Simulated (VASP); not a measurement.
OSZICAR of a VASP run on W₁₆C:

OSZICAR:
```
...
DAV:   7    -0.205882387751E+03    0.48244E-03   -0.47868E-03  2704   0.251E-01    0.161E-01
DAV:   8    -0.205882196157E+03    0.19159E-03   -0.15813E-03  2832   0.143E-01    0.114E-01
DAV:   9    -0.205882139807E+03    0.56350E-04   -0.10508E-03  3072   0.109E-01    0.446E-02
DAV:  10    -0.205882148807E+03   -0.89998E-05   -0.19175E-04  2896   0.521E-02    0.320E-02
DAV:  11    -0.205882163513E+03   -0.14706E-04   -0.47761E-05  2224   0.241E-02    0.243E-02
DAV:  12    -0.205882176675E+03   -0.13162E-04   -0.10252E-05  1440   0.131E-02    0.191E-02
DAV:  13    -0.205882204464E+03   -0.27789E-04   -0.13530E-05  1496   0.125E-02    0.145E-02
DAV:  14    -0.205882222900E+03   -0.18436E-04   -0.67176E-06  1400   0.933E-03    0.133E-02
DAV:  15    -0.205882237371E+03   -0.14471E-04   -0.41414E-06  1320   0.653E-03    0.112E-02
DAV:  16    -0.205882266080E+03   -0.28709E-04   -0.11479E-05  1592   0.858E-03    0.612E-03
DAV:  17    -0.205882283465E+03   -0.17385E-04   -0.66652E-06  1368   0.779E-03    0.398E-03
DAV:  18    -0.205882286985E+03   -0.35193E-05   -0.27149E-06  1200   0.542E-03
   6 F= -.20588229E+03 E0= -.20587931E+03  d E =-.461211E+00
       N       E                     dE             d eps       ncg     rms          rms(c)
DAV:   1    -0.205942146511E+03   -0.59863E-01   -0.48065E+01  1920   0.237E+01    0.138E+00
DAV:   2    -0.206070421846E+03   -0.12828E+00   -0.12184E+00  2984   0.357E+00    0.158E+00
DAV:   3    -0.206027381595E+03    0.43040E-01   -0.93346E-01  3120   0.341E+00    0.120E+00
DAV:   4    -0.205993826975E+03    0.33555E-01   -0.17139E-01  3232   0.164E+00    0.702E-01
DAV:   5    -0.205990446441E+03    0.33805E-02   -0.33332E-02  2672   0.719E-01    0.285E-01
DAV:   6    -0.205990074747E+03    0.37169E-03   -0.89529E-03  3200   0.378E-01    0.171E-01
DAV:   7    -0.205990051883E+03    0.22864E-04   -0.35901E-03  3036   0.221E-01    0.975E-02
DAV:   8    -0.205989909433E+03    0.14245E-03   -0.13196E-03  3184   0.134E-01    0.386E-02
DAV:   9    -0.205989906140E+03    0.32925E-05   -0.23830E-04  2888   0.563E-02    0.219E-02
DAV:  10    -0.205989900615E+03    0.55255E-05   -0.34566E-05  1840   0.239E-02
   7 F= -.20598990E+03 E0= -.20598619E+03  d E =-.107614E+00
       N       E                     dE             d eps       ncg     rms          rms(c)
DAV:   1    -0.205989906672E+03   -0.53170E-06   -0.48285E-03  2024   0.239E-01    0.168E-02
DAV:   2    -0.205989966623E+03   -0.59951E-04   -0.30444E-04  3024   0.610E-02    0.323E-02
DAV:   3    -0.205989913695E+03    0.52927E-04   -0.25763E-04  2632   0.663E-02    0.113E-02
DAV:   4    -0.205989915758E+03   -0.20624E-05   -0.18029E-05  1632   0.162E-02
   8 F= -.20598992E+03 E0= -.20598621E+03  d E =-.107629E+00
       N       E                     dE             d eps       ncg     rms          rms(c)
DAV:   1    -0.205988262380E+03    0.16513E-02   -0.31668E+01  1920   0.199E+01    0.140E+00
DAV:   2    -0.206030030336E+03   -0.41768E-01   -0.57554E-01  2792   0.262E+00    0.115E+00
DAV:   3    -0.206114470889E+03   -0.84441E-01   -0.59961E-01  3552   0.273E+00    0.142E+00
DAV:   4    -0.206023107620E+03    0.91363E-01   -0.50146E-01  3408   0.267E+00    0.715E-01
DAV:   5    -0.206022074329E+03    0.10333E-02   -0.70619E-02  3048   0.101E+00    0.371E-01
DAV:   6    -0.206018753626E+03    0.33207E-02   -0.23422E-02  2984   0.591E-01    0.154E-01
DAV:   7    -0.206018805433E+03   -0.51807E-04   -0.22982E-03  2896   0.172E-01    0.107E-01
DAV:   8    -0.206018745277E+03    0.60156E-04   -0.78575E-04  2784   0.103E-01    0.462E-02
DAV:   9    -0.206018707224E+03    0.38053E-04   -0.38022E-04  2968   0.766E-02    0.277E-02
DAV:  10    -0.206018696360E+03    0.10864E-04   -0.70567E-05  2408   0.276E-02    0.165E-02
DAV:  11    -0.206018698100E+03   -0.17401E-05   -0.90835E-06  1488   0.126E-02
   9 F= -.20601870E+03 E0= -.20601541E+03  d E =-.287823E-01
       N       E                     dE             d eps       ncg     rms          rms(c)
DAV:   1    -0.206024997599E+03   -0.63012E-02   -0.33868E+00  1920   0.653E+00    0.475E-01
DAV:   2    -0.206030533795E+03   -0.55362E-02   -0.65005E-02  2856   0.878E-01    0.420E-01
DAV:   3    -0.206037445158E+03   -0.69114E-02   -0.69806E-02  3416   0.987E-01    0.479E-01
DAV:   4    -0.206028227843E+03    0.92173E-02   -0.39143E-02  3360   0.796E-01    0.239E-01
DAV:   5    -0.206028412345E+03   -0.18450E-03   -0.65602E-03  3080   0.282E-01    0.125E-01
DAV:   6    -0.206028007722E+03    0.40462E-03   -0.26925E-03  3032   0.189E-01    0.506E-02
DAV:   7    -0.206028003031E+03    0.46912E-05   -0.23458E-04  2768   0.582E-02    0.363E-02
DAV:   8    -0.206028005355E+03   -0.23236E-05   -0.78501E-05  2496   0.321E-02
  10 F= -.20602801E+03 E0= -.20602448E+03  d E =-.380896E-01
       N       E                     dE             d eps       ncg     rms          rms(c)
DAV:   1    -0.206038654577E+03   -0.10652E-01   -0.52038E+00  1920   0.770E+00    0.453E-01
DAV:   2    -0.206042968734E+03   -0.43142E-02   -0.77183E-02  2848   0.110E+00    0.556E-01
DAV:   3    -0.206042524343E+03    0.44439E-03   -0.64100E-03  2880   0.301E-01    0.401E-01
DAV:   4    -0.206045998823E+03   -0.34745E-02   -0.17455E-02  3368   0.459E-01    0.319E-01
DAV:   5    -0.206045030964E+03    0.96786E-03   -0.45425E-02  3384   0.813E-01    0.273E-01
DAV:   6    -0.206041667275E+03    0.33637E-02   -0.14145E-02  3352   0.472E-01    0.724E-02
DAV:   7    -0.206041725565E+03   -0.58290E-04   -0.10256E-03  2608   0.128E-01    0.692E-02
DAV:   8    -0.206041724386E+03    0.11793E-05   -0.95196E-05  2720   0.319E-02
  11 F= -.20604172E+03 E0= -.20603915E+03  d E =-.137190E-01
       N       E                     dE             d eps       ncg     rms          rms(c)
DAV:   1    -0.206041832349E+03   -0.10678E-03   -0.48170E-02  1944   0.741E-01    0.574E-02
DAV:   2    -0.206041909433E+03   -0.77084E-04   -0.11310E-03  3024   0.136E-01    0.821E-02
DAV:   3    -0.206041903312E+03    0.61202E-05   -0.51131E-04  3152   0.893E-02    0.697E-02
DAV:   4    -0.206041867265E+03    0.36047E-04   -0.23245E-04  2624   0.650E-02    0.574E-02
DAV:   5    -0.206041869533E+03   -0.22682E-05   -0.32249E-05  1648   0.244E-02
  12 F= -.20604187E+03 E0= -.20603940E+03  d E =-.138642E-01
       N       E                     dE             d eps       ncg     rms          rms(c)
DAV:   1    -0.206043489187E+03   -0.16219E-02   -0.12271E+00  1920   0.377E+00    0.249E-01
DAV:   2    -0.206044864924E+03   -0.13757E-02   -0.19347E-02  2880   0.447E-01    0.178E-01
DAV:   3    -0.206046131783E+03   -0.12669E-02   -0.73725E-03  3456   0.310E-01    0.188E-01
DAV:   4    -0.206045134372E+03    0.99741E-03   -0.12502E-02  3392   0.431E-01    0.124E-01
DAV:   5    -0.206044698869E+03    0.43550E-03   -0.29959E-03  3344   0.210E-01    0.722E-02
DAV:   6    -0.206044642336E+03    0.56534E-04   -0.68374E-04  2952   0.100E-01    0.214E-02
DAV:   7    -0.206044642983E+03   -0.64710E-06   -0.87708E-05  2448   0.372E-02
  13 F= -.20604464E+03 E0= -.20604251E+03  d E =-.277345E-02
       N       E                     dE             d eps       ncg     rms          rms(c)
DAV:   1    -0.206044666209E+03   -0.23874E-04   -0.11873E-02  1944   0.371E-01    0.269E-02
DAV:   2    -0.206044722444E+03   -0.56234E-04   -0.37258E-04  3096   0.700E-02    0.325E-02
DAV:   3    -0.206044688778E+03    0.33665E-04   -0.44585E-04  3032   0.843E-02    0.231E-02
DAV:   4    -0.206044670396E+03    0.18382E-04   -0.48527E-05  1664   0.310E-02    0.113E-02
DAV:   5    -0.206044670087E+03    0.30923E-06   -0.11799E-05  1388   0.136E-02
  14 F= -.20604467E+03 E0= -.20604250E+03  d E =-.280055E-02
       N       E                     dE             d eps       ncg     rms          rms(c)
DAV:   1    -0.206044740058E+03   -0.69662E-04   -0.28419E-01  1920   0.205E+00    0.125E-01
DAV:   2    -0.206045500128E+03   -0.76007E-03   -0.73422E-03  2984   0.288E-01    0.153E-01
DAV:   3    -0.206045200413E+03    0.29971E-03   -0.28341E-03  3248   0.210E-01    0.116E-01
DAV:   4    -0.206045147189E+03    0.53224E-04   -0.72275E-04  3176   0.114E-01    0.976E-02
DAV:   5    -0.206045133542E+03    0.13647E-04   -0.44380E-04  2688   0.696E-02    0.381E-02
DAV:   6    -0.206045099981E+03    0.33561E-04   -0.25140E-04  2904   0.472E-02    0.135E-02
DAV:   7    -0.206045096818E+03    0.31631E-05   -0.26736E-05  1560   0.202E-02
  15 F= -.20604510E+03 E0= -.20604303E+03  d E =-.426731E-03
       N       E                     dE             d eps       ncg     rms          rms(c)
DAV:   1    -0.206045166386E+03   -0.66404E-04   -0.28256E-02  1936   0.646E-01    0.391E-02
DAV:   2    -0.206045215579E+03   -0.49193E-04   -0.64708E-04  2960   0.823E-02    0.421E-02
DAV:   3    -0.206045221163E+03   -0.55840E-05   -0.24344E-04  2744   0.606E-02    0.372E-02
DAV:   4    -0.206045200879E+03    0.20284E-04   -0.14284E-04  2096   0.493E-02    0.305E-02
DAV:   5    -0.206045197364E+03    0.35147E-05   -0.37513E-05  2048   0.219E-02
  16 F= -.20604520E+03 E0= -.20604311E+03  d E =-.527277E-03
       N       E                     dE             d eps       ncg     rms          rms(c)
DAV:   1    -0.206045408752E+03   -0.20787E-03   -0.79755E-02  1928   0.105E+00    0.522E-02
DAV:   2    -0.206045529299E+03   -0.12055E-03   -0.15818E-03  2920   0.137E-01    0.623E-02
DAV:   3    -0.206045549608E+03   -0.20309E-04   -0.62084E-04  3332   0.953E-02    0.536E-02
DAV:   4    -0.206045491707E+03    0.57901E-04   -0.31221E-04  2896   0.728E-02    0.421E-02
DAV:   5    -0.206045486215E+03    0.54921E-05   -0.72961E-05  2384   0.289E-02
  17 F= -.20604549E+03 E0= -.20604342E+03  d E =-.288851E-03
```

**Question.** Which electronic solver shows in the log?

**Answer.** It is blocked Davidson (ALGO = Normal, or the opening steps of other solvers). The INCAR had ALGO = Normal.

**Question.** Can the final energy be trusted as converged?

**Answer.** The calculation finished and met its thresholds. It stopped with EDIFF = 1E-5, NELM = 100, NSW = 50 and EDIFFG = -0.03 after 17 ionic steps (PBE GGA, plane waves, VASP's PBE PAW potentials (set 64)).

The cell is a thin slab with vacuum, built from W (bcc): (110) face, C adsorbed.
